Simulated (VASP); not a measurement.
# Al2Pd (Fm-3m) in VASP: single point with LDA

Aim: the single point of Al2Pd with LDA.

Program: VASP 6.6.1. These are calculated values, not measurements. Logs are shortened: lines on timing, memory, paths and dates and some standing lists are left out, and cuts for length are marked.

### Step 1. The structure

It takes space group Fm-3m (No. 225, cubic). Conventional cell: a = 5.899 Å, b = 5.899 Å, c = 5.899 Å, α = 90.00°, β = 90.00°, γ = 90.00°. Al (site symmetry -43m) has 4 Pd at 2.55 Å as nearest neighbours. Pd (site symmetry m-3m) has 8 Al at 2.55 Å as nearest neighbours.

The cell comes from a database or a generator and needn't be the stable form of this composition.

### Step 2. Single point, LDA

INCAR

```
PREC = Accurate
ENCUT = 520
EDIFF = 1E-7
ISMEAR = -1
SIGMA = 0.1
LREAL = F
LASPH = T
NELM = 100
ALGO = Normal
ISIF = 2
LWAVE = F
LCHARG = F
GGA = CA
NBANDS = 15
```

KPOINTS

```
regular mesh
0
Gamma
  6 6 6
```

POSCAR

```
Al2Pd
1.0
    0.0000000000      2.9495355700      2.9495355700
    2.9495355700      0.0000000000      2.9495355700
    2.9495355700      2.9495355700      0.0000000000
Al Pd
2 1
Direct
    0.2500000000      0.2500000000      0.2500000000
    0.7500000000      0.7500000000      0.7500000000
    0.0000000000      0.0000000000      0.0000000000
```

Potentials or basis: VASP PAW LDA potentials, release 64 (Al, Pd).

Launch:

```
$ cat potpaw_LDA.64/Al/POTCAR potpaw_LDA.64/Pd/POTCAR > POTCAR
$ mpirun -np 1 vasp_std > vasp.out
```

OUTCAR:

```text
PREC = Accurate
   ENCUT = 520
   EDIFF = 1E-7
   ISMEAR = -1
   LREAL = F
   LASPH = T
   NELM = 100
   ISIF = 2
   GGA = CA

 ion  position               nearest neighbor table
   1  0.250  0.250  0.250-   3 2.55   3 2.55   3 2.55   3 2.55   2 2.95   2 2.95   2 2.95   2 2.95
                             2 2.95   2 2.95
   2  0.750  0.750  0.750-   3 2.55   3 2.55   3 2.55   3 2.55   1 2.95   1 2.95   1 2.95   1 2.95
                             1 2.95   1 2.95
   3  0.000  0.000  0.000-   2 2.55   2 2.55   2 2.55   1 2.55   2 2.55   1 2.55   1 2.55   1 2.55

  LATTYP: Found a face centered cubic cell.
 ALAT       =     5.8990711400

  Lattice vectors:

 A1 = (   0.0000000000,   2.9495355700,   2.9495355700)
 A2 = (   2.9495355700,   0.0000000000,   2.9495355700)
 A3 = (   2.9495355700,   2.9495355700,   0.0000000000)

Analysis of symmetry for initial positions (statically):
=====================================================================
 Subroutine PRICEL returns:
 Original cell was already a primitive cell.

 Routine SETGRP: Setting up the symmetry group for a
 face centered cubic supercell.

 Subroutine GETGRP returns: Found 48 space group operations
 (whereof 48 operations were pure point group operations)
 out of a pool of 48 trial point group operations.

The static configuration has the point symmetry O_h .

Analysis of symmetry for dynamics (positions and initial velocities):
=====================================================================
 Subroutine PRICEL returns:
 Original cell was already a primitive cell.

 Routine SETGRP: Setting up the symmetry group for a
 face centered cubic supercell.

 Subroutine GETGRP returns: Found 48 space group operations
 (whereof 48 operations were pure point group operations)
 out of a pool of 48 trial point group operations.

The dynamic configuration has the point symmetry O_h .

 Subroutine INISYM returns: Found 48 space group operations
 (whereof 48 operations are pure point group operations),
 and found     1 'primitive' translations

----------------------------------------------------------------------------------------

                                     Primitive cell

  volume of cell :      51.3205

  direct lattice vectors                    reciprocal lattice vectors
     0.000000000  2.949535570  2.949535570    -0.169518213  0.169518213  0.169518213
     2.949535570  0.000000000  2.949535570     0.169518213 -0.169518213  0.169518213
     2.949535570  2.949535570  0.000000000     0.169518213  0.169518213 -0.169518213

  length of vectors
     4.171273206  4.171273206  4.171273206     0.293614158  0.293614158  0.293614158

  position of ions in fractional coordinates (direct lattice)
     0.250000000  0.250000000  0.250000000
     0.750000000  0.750000000  0.750000000
     0.000000000  0.000000000  0.000000000

  ion indices of the primitive-cell ions
   primitive index   ion index
                 1           1
                 2           2
                 3           3

----------------------------------------------------------------------------------------

 KPOINTS: regular mesh

Automatic generation of k-mesh.
 Grid dimensions read from file:
 generate k-points for:    6    6    6

 Generating k-lattice:

  Cartesian coordinates                     Fractional coordinates (reciprocal lattice)
    -0.028253036  0.028253036  0.028253036     0.166666667  0.000000000  0.000000000
     0.028253036 -0.028253036  0.028253036     0.000000000  0.166666667  0.000000000
     0.028253036  0.028253036 -0.028253036     0.000000000  0.000000000  0.166666667

  Length of vectors
     0.048935693  0.048935693  0.048935693

  Shift w.r.t. Gamma in fractional coordinates (k-lattice)
     0.000000000  0.000000000  0.000000000

 Subroutine IBZKPT returns following result:
 ===========================================

 Found     16 irreducible k-points:

 Following reciprocal coordinates:
            Coordinates               Weight
  0.000000  0.000000  0.000000      1.000000
  0.166667  0.000000  0.000000      8.000000
  0.333333  0.000000  0.000000      8.000000
  0.500000  0.000000  0.000000      4.000000
  0.166667  0.166667  0.000000      6.000000
  0.333333  0.166667  0.000000     24.000000
[... 8 lines left out ...]
 -0.333333  0.333333  0.166667     24.000000
 -0.333333  0.500000  0.166667     12.000000
   k-points           NKPTS =     16   k-points in BZ     NKDIM =     16   number of bands    NBANDS=     15
   number of dos      NEDOS =    301   number of ions     NIONS =      3
   total plane-waves  NPLWV =  32768
   dimension x,y,z NGX =    32 NGY =   32 NGZ =   32
   dimension x,y,z NGXF=    64 NGYF=   64 NGZF=   64
   ions per type =               2   1
   NGX,Y,Z   is equivalent  to a cutoff of  12.75, 12.75, 12.75 a.u.
   NGXF,Y,Z  is equivalent  to a cutoff of  25.51, 25.51, 25.51 a.u.
 SYSTEM =  unknown system
   PREC   = accura    normal or accurate (medium, high low for compatibility)
   ISTART =      0    job   : 0-new  1-cont  2-samecut
   ICHARG =      2    charge: 1-file 2-atom 10-const
   ISPIN  =      1    spin polarized calculation?
   LNONCOLLINEAR =      F non collinear calculations
   LSORBIT =      F    spin-orbit coupling
   LASPH  =      T    aspherical Exc in radial PAW
   ENCUT  =  520.0 eV  38.22 Ry    6.18 a.u.   7.76  7.76  7.76*2*pi/ulx,y,z
   NELM   =    100;   NELMIN=  2; NELMDL= -5     # of ELM steps
   EDIFF  = 0.1E-06   stopping-criterion for ELM
   LREAL  =      F    real-space projection
   EDIFFG = 0.1E-05   stopping-criterion for IOM
   NSW    =      0    number of steps for IOM
   IBRION =     -1    ionic relax: 0-MD 1-quasi-New 2-CG
   NFREE  =      0    steps in history (QN), initial steepest desc. (CG)
   ISIF   =      2    stress and relaxation
   ISYM   =      2    0-nonsym 1-usesym 2-fastsym
   POTIM  = 0.5000    time-step for ionic-motion
   TEBEG  =    0.0;   TEEND  =   0.0 temperature during run
   PSTRESS=    0.0 pullay stress
   NELECT =      16.0000    total number of electrons
   NUPDOWN=      -1.0000    fix difference up-down
   EMIN   =  10.00;   EMAX   =-10.00  energy-range for DOS
   EFERMI =   0.00;   METHOD = LEGACY
   ISMEAR =    -1;   SIGMA  =   0.10  broadening in eV -4-tet -1-fermi 0-gaus
   EFERMI_NEDOS =   21; number of points for ismear=-14 and -15
   IALGO  =     38    algorithm
   IMIX   =      4    mixing-type and parameters
     AMIX     =   0.40;   BMIX     =  1.00
     AMIX_MAG =   1.60;   BMIX_MAG =  1.00
  volume/ion in A,a.u.               =      17.11       115.44
  Fermi-wavevector in a.u.,A,eV,Ry     =   1.110072  2.097732 16.765916  1.232260
  Thomas-Fermi vector in A             =   2.246619
   LORBIT       =      0    0 simple, 1 ext, 2 COOP (PROOUT), +10 PAW based schemes
   GGA     = CA    functional components
   LHFCALC =     F    Hartree Fock is set to
   AEXX    =    0.0000 exact exchange contribution
   IVDW    =     0    specifies the selected vdW correction
   LEPSILON=     F    determine dielectric tensor
   LRPA    =     F    only Hartree local field effects (RPA)
 non-spin polarized calculation
  energy-cutoff  :      520.00
  volume of cell :       51.32
 maximum number of plane-waves:      1411
   NGX = 15   NGY = 15   NGZ = 15

 number of electron      16.0000003 magnetization

 Free energy of the ion-electron system (eV)
  ---------------------------------------------------
  ext. energy  EPLUGINS =         0.00000000
  ---------------------------------------------------
  free energy    TOTEN  =       -16.81715548 eV

  energy without entropy =      -16.76973699  energy(sigma->0) =      -16.79344624

 E-fermi :   7.4395     XC(G=0): -10.8239

 val. band max:        7.4386001268   @ k =  -0.3333   0.3333   0.0000
 cond. band min:       7.4708008283   @ k =  -0.1667   0.1667   0.0000
 fundamental gap:      0.0322007015
 Fermi energy:         7.4395476049

 k-point     1 :       0.0000    0.0000    0.0000
  band No.  band energies     occupation
      1      -2.1016      2.00000
      2       2.6136      2.00000
      3       2.6136      2.00000
      4       2.6136      2.00000
      5       3.7355      2.00000
      6       3.7355      2.00000
      7      10.4979      0.00000
      8      11.4930      0.00000
      9      11.4930      0.00000
     10      11.4930      0.00000
     11      12.0009      0.00000
     12      12.0009      0.00000
     13      12.0009      0.00000
     14      13.9436      0.00000
     15      13.9436      0.00000

 k-point     2 :       0.1667    0.0000    0.0000
  band No.  band energies     occupation
      1      -1.7360      2.00000
      2       2.4262      2.00000
      3       2.7120      2.00000
      4       2.7120      2.00000
      5       3.7124      2.00000
      6       3.7124      2.00000
      7       8.2319      0.00072
      8      10.3532      0.00000
      9      10.3532      0.00000
     10      10.9950      0.00000
     11      12.8760      0.00000
     12      12.8760      0.00000
     13      13.3370      0.00000
     14      13.5870      0.00000
     15      13.5870      0.00000
[... 221 lines left out ...]
      3       2.6706      2.00000
      4       3.3253      2.00000
      5       3.4866      2.00000
      6       4.0531      2.00000
      7       4.3035      2.00000
      8       5.6837      2.00000
      9       6.9235      1.98859
     10      11.4663      0.00000
     11      12.2141      0.00000
     12      14.5827      0.00000
     13      14.6134      0.00000
     14      16.0342      0.00000
     15      17.0581      0.00000

 k-point    16 :      -0.3333    0.5000    0.1667
  band No.  band energies     occupation
      1       1.6841      2.00000
      2       1.7154      2.00000
      3       2.2557      2.00000
      4       3.4635      2.00000
      5       3.6235      2.00000
      6       4.0887      2.00000
      7       4.3711      2.00000
      8       5.1976      2.00000
      9       6.2522      1.99999
     10      10.9840      0.00000
     11      12.1802      0.00000
     12      13.7054      0.00000
     13      15.7738      0.00000
     14      17.6295      0.00000
     15      18.9517      0.00000

------------------------ aborting loop because EDIFF is reached ----------------------------------------

  FORCE on cell =-STRESS in cart. coord.  units (eV):
  Direction    XX          YY          ZZ          XY          YZ          ZX
  --------------------------------------------------------------------------------------
  -------------------------------------------------------------------------------------
  Total       -1.0749745     -1.0749745     -1.0749745     -0.0000000      0.0000000      0.0000000
  in kB      -33.5596814    -33.5596814    -33.5596814     -0.0000000      0.0000000      0.0000000
  external PRESSURE =     -33.5596814 kB  Pullay stress =       0.0000000 kB

 VOLUME and BASIS-vectors are now :
 -----------------------------------------------------------------------------
  energy-cutoff  :      520.00
  volume of cell :       51.32
      direct lattice vectors                 reciprocal lattice vectors
     0.000000000  2.949535570  2.949535570    -0.169518213  0.169518213  0.169518213
     2.949535570  0.000000000  2.949535570     0.169518213 -0.169518213  0.169518213
     2.949535570  2.949535570  0.000000000     0.169518213  0.169518213 -0.169518213

 POSITION                                       TOTAL-FORCE (eV/Angst)
 -----------------------------------------------------------------------------------
      1.47477      1.47477      1.47477         0.000000      0.000000      0.000000
      4.42430      4.42430      4.42430        -0.000000     -0.000000     -0.000000
      0.00000      0.00000      0.00000         0.000000     -0.000000      0.000000
 -----------------------------------------------------------------------------------
    total drift:                                0.000000     -0.000000      0.000000

  FREE ENERGIE OF THE ION-ELECTRON SYSTEM (eV)
  ---------------------------------------------------
  free  energy   TOTEN  =       -16.8171554850 eV

  energy  without entropy=      -16.7697369903  energy(sigma->0) =      -16.79344624
```

Run time: 15 s. Hardware: 1 thread of AMD EPYC 7R43 (Zen 3), shared host; peak memory 0.12 GiB.

What came out:

```yaml
Free_energy: -16.8172 eV
Pressure: -3.4 GPa
Band_gap_on_the_k_mesh: none (metal or under the smearing width)
```
